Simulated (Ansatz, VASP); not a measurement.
# MgO (Periclase) in two plane-wave programs

One calculation is typed for both programs; each brings its own data sets. How far apart do they land? The cell is taken from a series of runs on this material, whose earlier steps may have relaxed, scaled, displaced or heated it; both programs get it as it stands.

Main program and level: Ansatz 0.2.0; plane waves, with VASP 6.6.1 beside it; zone-centre phonons at LDA.

### 1. Set-up

It takes space group Fm-3m (No. 225, cubic). The conventional cell has a = 4.161 Å, b = 4.161 Å, c = 4.161 Å, α = 90.00°, β = 90.00°, γ = 90.00°. Nearest to O lie 6 Mg at 2.08 Å. Mg has 6 O at 2.08 Å nearest. Farther neighbours and most contacts between anions are not listed.

### 2. Ansatz: zone-centre phonons, LDA

Ansatz runs on its PAW soft_1 files.

Second derivatives magnify differences that forces hide, and they need a tight electronic threshold.

Contents of input.yaml:

```yaml
crystal:
  lattice:
    - [0.0, 2.080323002, 2.080323002]
    - [2.080323002, 0.0, 2.080323002]
    - [2.080323002, 2.080323002, 0.0]
  atoms:
    - { symbol: O, position: [0.5, 0.5, 0.5] }
    - { symbol: Mg, position: [0.0, 0.0, 0.0] }
total_charge: 0.003601
kpoints:
  mp_grid: { grid: [29, 29, 29] }
hamiltonian:
  xc: lda
  pseudopotentials: { kind: paw, azcp: { folder: soft_1 }, xc_functional: pbe }
scf:
  occupations: { method: fermi_dirac, width: 0.03 }
output:
  eigenvalues: true
phonons:
  method: dfpt
```

Command:

```sh
$ ansatz run input.yaml --threads 8 --pin off --max-ram 16384MiB --backend cpu --events-out ev --progress --plain --runs-dir out
```

Numbers of over 12 decimals in the logs are rounded to 6 here.

The log of the run:

```text
Engine: ansatz 0.2.0, aarch64-unknown-linux-gnu
Pseudopotentials: kind: paw
Pseudopotential: O, paw, valence charge 6, recommended cutoff 420 eV (normal), soft_1/O.paw.azcp
Pseudopotential: Mg, paw, valence charge 10, recommended cutoff 420 eV (normal), soft_1/Mg.paw.azcp
Functional definition: SPW92
  exchange = slater_x
  correlation = pw_c
Crystal: 2 atoms, lattice volume = 18.006 Å³
Basis set: ecut = 420 eV, 339 PW (Γ), exchange–correlation on 40×40×40 points (8 copies of the dense FFT grid, shifted against one another)
Bands: 12, of which v1, the nominal top of the filled ones, is band 8 counted from 1 (7 counted from 0)
Symmetry: 48 space group operations
k-points: 1800 of 24389 (irreducible under 8 space group operations, time reversal used)
Non-local potential: O, projectors of the file, l = 0: 2, l = 1: 2, l = 2: 1
Non-local potential: Mg, projectors of the file, l = 0: 3, l = 1: 2, l = 2: 1
PAW form: soft (Blöchl's): semilocal exchange-correlation on the pseudo side does not see the compensation charge
PAW frozen core: O, regenerated for the run's functional, and the local potential with it (the file was generated under x = pbe(κ = 0.804, μ = 0.219515), c = pbe(β = 0.066725))
PAW frozen core: Mg, regenerated for the run's functional, and the local potential with it (the file was generated under x = pbe(κ = 0.804, μ = 0.219515), c = pbe(β = 0.066725))
PAW one-centre angular grid: O, 110 points (default); XC on 64 Gauss nodes
PAW one-centre angular grid: Mg, 110 points (default); XC on 64 Gauss nodes
Initial density: superposition of atomic densities (chi_scale 0.1, normalization cell, long waves kept (reshape's long-wave potential 0.00 eV rms))
Initial wavefunctions: pseudopotential atomic-orbital guess
Functional: x = slater, c = lda
SCF iter   1: F=—  HF=-2460.137660 eV  |F-HF|=—  |Δ(HF+E_count)|=         —  Δρ=6.85e-2  dr2=4.41e-1  ethr=3.10e-3  ⟨swp⟩=6.1  Hψ=133069  notcnv=0
preconditioner: auto → none  [insulator: Δε(μ)=4.820 eV  Ē_g=18.549 eV  σ=0.030 eV  W_gap=0.59  n_scr=8 (ndim 8)  ℏωp=24.7 eV  f_vac=0.000  D(μ)=0.10/eV (n_scr^D=0)  ε∞_Penn≈2.8]
SCF iter   2: F=—  HF=-2460.072218 eV  |F-HF|=—  |Δ(HF+E_count)|=   6.54e-2  Δρ=2.63e-2  dr2=7.36e-2  ethr=2.76e-3  ⟨swp⟩=2.8  Hψ=47685  notcnv=0
SCF iter   3: F=—  HF=-2460.090516 eV  |F-HF|=—  |Δ(HF+E_count)|=   1.83e-2  Δρ=4.27e-3  dr2=2.05e-3  ethr=4.60e-4  ⟨swp⟩=2.9  Hψ=36602  notcnv=0
SCF iter   4: F=—  HF=-2460.091865 eV  |F-HF|=—  |Δ(HF+E_count)|=   1.35e-3  Δρ=2.86e-4  dr2=1.12e-5  ethr=1.28e-5  ⟨swp⟩=2.0  Hψ=42150  notcnv=0
SCF iter   5: F=—  HF=-2460.091864 eV  |F-HF|=—  |Δ(HF+E_count)|=   5.25e-7  Δρ=1.86e-5  dr2=3.09e-8  ethr=6.99e-8  ⟨swp⟩=1.1  Hψ=22181  notcnv=0
SCF iter   6: F=—  HF=-2460.091864 eV  |F-HF|=—  |Δ(HF+E_count)|=   2.22e-7  Δρ=2.88e-6  dr2=8.24e-10  ethr=1.93e-10  ⟨swp⟩=2.0  Hψ=34201  notcnv=0
SCF iter   7: F=—  HF=-2460.091864 eV  |F-HF|=—  |Δ(HF+E_count)|=  1.76e-10  Δρ=4.25e-7  dr2=1.00e-11  ethr=5.15e-12  ⟨swp⟩=2.3  Hψ=33465  notcnv=0
SCF iter   8: F=-2460.091864 eV  HF=-2460.091864 eV  |F-HF|=0.00e0  |Δ(HF+E_count)|=  9.09e-12  Δρ=8.24e-8  dr2=6.65e-13  ethr=1.00e-12  ⟨swp⟩=5.1  Hψ=82875  notcnv=0
the search or the solves at the SCF's close seem to have found levels that the self-consistency loop had missed (the run counts 2). By its estimate they hold under 1e-12 electrons; where the run keeps them, the occupations were computed again with them
SCF 1 converged in 8 iterations: F = -2460.091864 eV  dr2 = 6.65e-13
  greatest PAW one-centre occupation: 1.000 electrons in one spin orbital (limit 2), on the Mg atom at site 1 (counted from 0), in its partial waves of l = 1
DFPT response loops at Γ: preconditioner auto → Kerker (q_TF=auto, 2.675 Å⁻¹) (partly filled bands, converged f_vac=0.000); β = 1.00, the filter's whole step (`scf.mixing.beta` (0.50) is not read by the response loops under this deck's `scf.mixing.preconditioner`; to damp them name `kerker` or `kerker_dos`, under which they read `scf.mixing.beta`, and type it under 1.00, their step now; both keys bind the ground state too); Broyden in place of MSR1
SCF converged after 8 iterations
Free energy (F): -2460.091864 eV
Harris-Foulkes:  -2460.091864 eV  (|F-HF|=0.00e0)
Internal energy: -2460.091525 eV  (E = F + TS)
E sigma→0 (E₀):  -2460.091695 eV
Entropy (-TS):   -0.000339 eV (-0.170 meV/atom)
Fermi energy:    8.150235 eV
--- Per-component energies (eV) ---
  E_band       = -289.120817
  E_kinetic    = 243.396476
  E_local      = -1668.315835  (includes V_loc(G=0)·N_el)
  E_nonlocal   = 249.444786
  E_hartree    = 551.037369
  E_xc         = -99.455477
  E_vxc        = -128.315962  (∫ρ·V_xc dr)
  E_paw        = -431.146784  (= ΣΔE_a)
  E_vpaw       = -87.405831  (= ΣTr[D̂ρ^β])
  E_aug_tail   = 0.000831  (compensation charges beyond the density's cutoff)
  E_ewald      = -1305.300293
  E_core_change = 0.247401  (= ΣΔE_core)
  E_smearing   = -0.000339  (= −TS)
  E_closure    = 0.000000  (closes the sum)
  E_deformation_potential = 0.068292  (in the stress; not in F)
  Σ components = -2460.091864   (vs F -2460.091864, Δ=0.00e0)
--- Band table (eV; the first three rows and the last of 1800) ---
  k-point 0: bands = [... 4 lower, -9.0521, 8.1395, 8.1395, 8.1395, 13.1747, 23.8897, 23.8897, 23.8897]
  k-point 1: bands = [... 4 lower, -9.0374, 8.0508, 8.1305, 8.1305, 13.2585, 23.6799, 23.9213, 23.9213]
  k-point 2: bands = [... 4 lower, -8.9938, 7.8026, 8.1043, 8.1043, 13.4911, 23.1824, 24.0131, 24.0131]
  k-point 1799: bands = [... 4 lower, -7.2510, 4.9551, 5.1211, 6.2919, 19.7372, 19.9342, 20.4705, 23.9383]
--- Phonons (Γ-DFPT): 2 representative perturbations + reference, on 1800 of 24389 k-points (Σ response iterations 6) ---
  k mesh reduced under 8 symmetry operations, with k and −k counted as one. Each operation leaves every solved perturbation unchanged. A smaller set is not used because it would not reduce the number of displacements times k-points to solve
  ASR residual: 4.871e-5 → 0.000e0 eV/Å²; symmetrization residual: 6.224e-7 eV/Å²
  ASR residual per site (eV/Å²): 4.87e-5 1.53e-5
  Γ frequencies (cm⁻¹): 0.00 0.00 0.00 407.37 407.37 407.37
  non-analytic LO–TO correction: not included (Born effective charges unavailable; polar crystals: no LO–TO splitting at Γ)
```

### 3. VASP: zone-centre phonons, LDA

The same cell, functional (in two slightly different forms), mesh and smearing now go to VASP, with its own data sets.

Lines of VASP's logs that name or quote its potential files are left out, and so is its time.

Contents of INCAR:

```
SYSTEM = MgO
PREC = Accurate
ENCUT = 600
EDIFF = 1E-08
NELM = 120
ISMEAR = -1
SIGMA = 0.03
LREAL = .FALSE.
ALGO = Normal
GGA = PW92
NELECT = 7.996399
NBANDS = 9
LORBIT = 11
LWAVE = .FALSE.
LCHARG = .FALSE.
ISIF = 2
IBRION = 8
LASPH = .TRUE.
GGA_COMPAT = .FALSE.
EFERMI = MIDGAP
KPAR = 2
```

Contents of POSCAR:

```
MgO
1.0
    0.0000000000      2.0803230020      2.0803230020
    2.0803230020      0.0000000000      2.0803230020
    2.0803230020      2.0803230020      0.0000000000
O Mg
1 1
Direct
    0.5000000000      0.5000000000      0.5000000000
    0.0000000000      0.0000000000      0.0000000000
```

Contents of KPOINTS:

```
Automatic mesh
0
Gamma
29 29 29
0 0 0
```

The projector-augmented-wave data sets are O and Mg (LDA family, release 64).

Command:

```sh
$ mpirun -np 2 vasp_std
```

The log of the run:

```text
[banner, memory and clock lines left out]
running    2 mpi-ranks, on    1 nodes
 distrk:  each k-point on    1 cores,    2 groups
 distr:  one band on    1 cores,    1 groups

 POSCAR found type information on POSCAR O Mg
 POSCAR found :  2 types and       2 ions
|                                                                             |
|               ----> ADVICE to this user running VASP <----                  |
|                                                                             |
|     You enforced a specific xc type in the INCAR file but a different       |
|     [... a line on the potential file left out ...]
|     I HOPE YOU KNOW WHAT YOU ARE DOING!                                     |
|                                                                             |

 LDA part: xc-table for (Slater(with rela. corr.)+PW92), standard interpolation
 POSCAR, INCAR and KPOINTS ok, starting setup
 FFT: planning ... GRIDC
 FFT: planning ... GRID_SOFT
 FFT: planning ... GRID
 WAVECAR not read
 entering main loop
       N       E                     dE             d eps       ncg     rms          rms(c)
DAV:   1     0.145898023085E+02    0.14590E+02   -0.44802E+03 13992   0.766E+02
DAV:   2    -0.144763202101E+02   -0.29066E+02   -0.28245E+02 14023   0.152E+02
DAV:   3    -0.150451244817E+02   -0.56880E+00   -0.56743E+00 14353   0.206E+01
DAV:   4    -0.150462832622E+02   -0.11588E-02   -0.11588E-02 14029   0.992E-01
DAV:   5    -0.150462857876E+02   -0.25254E-05   -0.25255E-05 14256   0.425E-02BRMIX: very serious problems
 the old and the new charge density differ
 old charge density:     8.00000 new    7.99640
BRMIX: very serious problems
 the old and the new charge density differ
 old charge density:     8.00000 new    7.99640
    0.708E+00
DAV:   6    -0.135289701021E+02    0.15173E+01   -0.91906E+00 12324   0.197E+01    0.223E+00
DAV:   7    -0.134894028245E+02    0.39567E-01   -0.51505E-02 12504   0.249E+00    0.127E+00
DAV:   8    -0.134657880198E+02    0.23615E-01   -0.25971E-02 12359   0.199E+00    0.164E-01
DAV:   9    -0.134656597127E+02    0.12831E-03   -0.16392E-04 16063   0.119E-01    0.111E-01
DAV:  10    -0.134655849496E+02    0.74763E-04   -0.15150E-04 12606   0.134E-01    0.962E-03
DAV:  11    -0.134655837608E+02    0.11887E-05   -0.45858E-06 12842   0.128E-02    0.334E-03
DAV:  12    -0.134655837245E+02    0.36374E-07   -0.25726E-07 13700   0.380E-03    0.481E-04
DAV:  13    -0.134655837224E+02    0.20635E-08   -0.10645E-08  8533   0.781E-04
   1 F= -.13465584E+02 E0= -.13465415E+02  d E =-.337093E-03
 Linear response reoptimize wavefunctions to high precision
DAV:   1    -0.134655837236E+02   -0.11429E-08   -0.23541E-10  9650   0.163E-04
DAV:   2    -0.134655837236E+02   -0.81855E-11   -0.54864E-12  6385   0.193E-05
 Linear response DOF=           2
 Linear response progress:
  Degree of freedom:   1/  2
       N       E                     dE             d eps       ncg     rms          rms(c)
RMM:   1    -0.349763460926E+00   -0.34976E+00    0.37652E-01 59267   0.473E+00
RMM:   2    -0.349440611166E+00    0.32285E-03   -0.19666E-03 51811   0.405E-01    0.134E-01
RMM:   3    -0.350823572731E+00   -0.13830E-02   -0.39820E-04 48545   0.158E-01    0.710E-02
RMM:   4    -0.352935852860E+00   -0.21123E-02   -0.40524E-04 46616   0.163E-01    0.174E-02
RMM:   5    -0.352942127763E+00   -0.62749E-05   -0.62431E-06 52945   0.239E-02    0.136E-03
RMM:   6    -0.352944940883E+00   -0.28131E-05   -0.41513E-08 55128   0.212E-03    0.767E-04
RMM:   7    -0.352940657423E+00    0.42835E-05   -0.21559E-09 54281   0.388E-04    0.576E-05
RMM:   8    -0.352940609440E+00    0.47983E-07   -0.88674E-10 55019   0.706E-05    0.151E-05
RMM:   9    -0.352940642079E+00   -0.32638E-07   -0.86491E-10 56248   0.239E-05    0.296E-06
RMM:  10    -0.352940650537E+00   -0.84587E-08   -0.86676E-10 45153   0.126E-05    0.465E-07
 first order change of Fermi-energy   0.19808E-02
 force on displaced ion       1 direction 1 :  -6.062   0.000   0.000
 Linear response progress:
  Degree of freedom:   2/  2
       N       E                     dE             d eps       ncg     rms          rms(c)
RMM:   1    -0.218895340070E-02   -0.21890E-02   -0.18266E-06 66976   0.577E-01
RMM:   2    -0.213614268800E-02    0.52811E-04   -0.14842E-04 48850   0.935E-02    0.359E-02
RMM:   3    -0.210852955402E-02    0.27613E-04   -0.17620E-05 50931   0.320E-02    0.185E-02
RMM:   4    -0.210736260162E-02    0.11670E-05   -0.15275E-05 51874   0.291E-02    0.331E-03
RMM:   5    -0.210759027507E-02   -0.22767E-06   -0.15709E-07 52064   0.335E-03    0.321E-04
RMM:   6    -0.210761067207E-02   -0.20397E-07   -0.80626E-10 52211   0.256E-04    0.133E-04
RMM:   7    -0.210754352671E-02    0.67145E-07   -0.26163E-10 53553   0.143E-04    0.126E-05
RMM:   8    -0.210755813725E-02   -0.14611E-07   -0.67498E-12 54490   0.154E-05    0.280E-06
RMM:   9    -0.210755694730E-02    0.11900E-08   -0.37283E-12 49979   0.493E-06    0.420E-07
 first order change of Fermi-energy   0.64039E-04
 force on displaced ion       2 direction 1 :  -6.053   0.000   0.000
 Linear response finished
```

OUTCAR, selected parts (step 3):

```text
NELECT = 7.996399

 ion  position               nearest neighbor table
   1  0.500  0.500  0.500-   2 2.08   2 2.08   2 2.08   2 2.08   2 2.08   2 2.08
   2  0.000  0.000  0.000-   1 2.08   1 2.08   1 2.08   1 2.08   1 2.08   1 2.08

  LATTYP: Found a face centered cubic cell.
 ALAT       =     4.1606460040

 Subroutine GETGRP returns: Found 48 space group operations
 (whereof 48 operations were pure point group operations)

The static configuration has the point symmetry O_h .

 Found    680 irreducible k-points:

   k-points           NKPTS =    680   k-points in BZ     NKDIM =    680   number of bands    NBANDS=      9

   dimension x,y,z NGX =    24 NGY =   24 NGZ =   24
   dimension x,y,z NGXF=    48 NGYF=   48 NGZF=   48

   ENCUT  =  600.0 eV  44.10 Ry    6.64 a.u.   5.88  5.88  5.88*2*pi/ulx,y,z

 k-points in reciprocal lattice and weights: Automatic mesh
   0.00000000  0.00000000  0.00000000       0.000
   0.03448276  0.00000000  0.00000000       0.000
   0.06896552  0.00000000  0.00000000       0.000
   0.10344828  0.00000000  0.00000000       0.000
   0.13793103  0.00000000  0.00000000       0.000
   0.17241379  0.00000000  0.00000000       0.000
   0.20689655  0.00000000  0.00000000       0.000
   0.24137931  0.00000000  0.00000000       0.000
   0.27586207  0.00000000  0.00000000       0.000
[...]
-0.27586207  0.48275862  0.20689655       0.001
  -0.27586207  0.48275862  0.24137931       0.001

 average (electrostatic) potential at core
       1 -70.4930       2 -34.7322

  Total       -0.2858270     -0.2858270     -0.2858270      0.0000000      0.0000000      0.0000000
  in kB      -25.4326403    -25.4326403    -25.4326403      0.0000000      0.0000000      0.0000000
  external PRESSURE =     -25.4326403 kB  Pullay stress =       0.0000000 kB

  energy-cutoff  :      600.00
  volume of cell :       18.01
      direct lattice vectors                 reciprocal lattice vectors
     0.000000000  2.080323002  2.080323002    -0.240347292  0.240347292  0.240347292
     2.080323002  0.000000000  2.080323002     0.240347292 -0.240347292  0.240347292
     2.080323002  2.080323002  0.000000000     0.240347292  0.240347292 -0.240347292

 POSITION                                       TOTAL-FORCE (eV/Angst)
 -----------------------------------------------------------------------------------
      2.08032      2.08032      2.08032        -0.000000     -0.000000     -0.000000
      0.00000      0.00000      0.00000         0.000000      0.000000      0.000000
 -----------------------------------------------------------------------------------
    total drift:                               -0.000000     -0.000000      0.000000

 Eigenvectors and eigenvalues of the dynamical matrix
 ----------------------------------------------------

   1 f  =   12.387993 THz    77.836056 2PiTHz  413.218969 cm-1    51.232600 meV
             X         Y         Z           dx          dy          dz
      2.080323  2.080323  2.080323    -0.776771    0.000000    0.000000
      0.000000  0.000000  0.000000     0.629783    0.000000    0.000000

   2 f  =   12.387993 THz    77.836056 2PiTHz  413.218969 cm-1    51.232600 meV
             X         Y         Z           dx          dy          dz
      2.080323  2.080323  2.080323     0.000000   -0.776771    0.000000
      0.000000  0.000000  0.000000     0.000000    0.629783    0.000000

   3 f  =   12.387993 THz    77.836056 2PiTHz  413.218969 cm-1    51.232600 meV
             X         Y         Z           dx          dy          dz
      2.080323  2.080323  2.080323     0.000000    0.000000    0.776771
      0.000000  0.000000  0.000000     0.000000    0.000000   -0.629783

   4 f/i=    0.004381 THz     0.027524 2PiTHz    0.146118 cm-1     0.018116 meV
             X         Y         Z           dx          dy          dz
      2.080323  2.080323  2.080323     0.000000    0.629783    0.000000
      0.000000  0.000000  0.000000     0.000000    0.776771    0.000000

   5 f/i=    0.004381 THz     0.027524 2PiTHz    0.146118 cm-1     0.018116 meV
             X         Y         Z           dx          dy          dz
      2.080323  2.080323  2.080323    -0.629783    0.000000    0.000000
      0.000000  0.000000  0.000000    -0.776771    0.000000    0.000000

   6 f/i=    0.004381 THz     0.027524 2PiTHz    0.146118 cm-1     0.018116 meV
             X         Y         Z           dx          dy          dz
      2.080323  2.080323  2.080323     0.000000    0.000000   -0.629783
      0.000000  0.000000  0.000000     0.000000    0.000000   -0.776771

 ELASTIC MODULI CONTR FROM IONIC RELAXATION (kBar)
 Direction    XX          YY          ZZ          XY          YZ          ZX
 --------------------------------------------------------------------------------
 XX           0.0000      0.0000      0.0000      0.0000      0.0000      0.0000
 YY           0.0000      0.0000      0.0000      0.0000      0.0000      0.0000
 ZZ           0.0000      0.0000      0.0000      0.0000      0.0000      0.0000
 XY           0.0000      0.0000      0.0000      0.0000      0.0000      0.0000
 YZ           0.0000      0.0000      0.0000      0.0000      0.0000      0.0000
 ZX           0.0000      0.0000      0.0000      0.0000      0.0000      0.0000
 --------------------------------------------------------------------------------
```

The cell is charged against a uniform background. The run has no spin, yet a partly filled p shell of the light anion may carry a moment.

### 4. Side by side

Known differences besides the potentials themselves: the cutoff is 420 eV in Ansatz and 600 eV in VASP; VASP's log shows a relativistic correction to its local exchange, Ansatz's none. Total energies have different zeros and are not compared.

Both answers:

| quantity | Ansatz | VASP | difference |
| --- | --- | --- | --- |
| optical mode 1 to 3 (cm⁻¹) | 407.4 | 413.2 | -1.42 % |

Modes are paired by rising frequency, not by their patterns, so a pair may set unlike modes beside each other; they are those without the splitting of longitudinal modes. The cell carries a charge of +0.003601 e against a uniform background, so its pressure also hangs on how the neutralising background is counted, and in a defect's cell a gap may be the spacing between its levels.

### 5. Outcome

```
r.m.s. difference of the optical zone-centre modes, each program's sorted by frequency (zone-centre phonons, LDA) : 5.8 cm⁻¹
difference in optical mode 1 to 3 (zone-centre phonons, LDA)                                                      : -1.4 %
```

In words: The r.m.s. difference of the optical zone-centre modes, each program's sorted by frequency is 5.8 cm⁻¹ (zone-centre phonons, LDA). The data sets hold unlike numbers of valence electrons (15.9964 in Ansatz and 7.9964 in VASP), so part of the differences comes from the potentials. Among the rows given in per cent, the largest difference of the zone-centre phonons, LDA pair is in optical mode 1 to 3, -1.4 %. How closely two codes agree says nothing of how well the functional describes the real material.

[Lines on the potential files, build, host, timing and source positions are cut from VASP's logs without a mark.]

[Logs are printed without paths, hosts, clocks, repeated set-up lines and the standing remarks that a program may print on its own settings, such as how far it seeks lower states.]

[Hosts, paths, dates, database ids (printed as entryN), source tags and the programs' standing remarks are cut or masked in the printed files.]
